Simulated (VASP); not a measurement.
```
CELL_PARAMETERS angstrom
      0.00000     3.04061     3.04061
      3.04061     0.00000     3.04061
      3.04061     3.04061     0.00000
ATOMIC_POSITIONS crystal
  Cu 0.00000 0.00000 0.00000
  I  0.25000 0.25000 0.25000
```

Calculation: r2SCAN meta-GGA, VASP's PBE PAW potentials (set 64) (plane waves; VASP 6.6.1). Settings: 520 eV cut-off, 8×8×8 Γ-centred mesh, Gaussian smearing of 0.050 eV, potentials Cu I.

Unless said otherwise, spin-orbit coupling is left out, though it shifts the bands of the heavy elements here.

Q: What does the run give for the energy per atom (σ→0), pressure, band gap (on the k-mesh) with the smallest direct gap where there is one?

A: 
```yaml
band gap (on the k-mesh): 1.59 eV
smallest direct gap (on the k-mesh): 1.59 eV
energy per atom (σ→0): -17895 meV/atom
pressure: -1.22 GPa
```

Total energies compare only between runs with the same potentials, cut-off and functional.

The compound is CuI in the zinc blende structure. This cell is one point of a volume scan, at 1.03 of the reference volume.
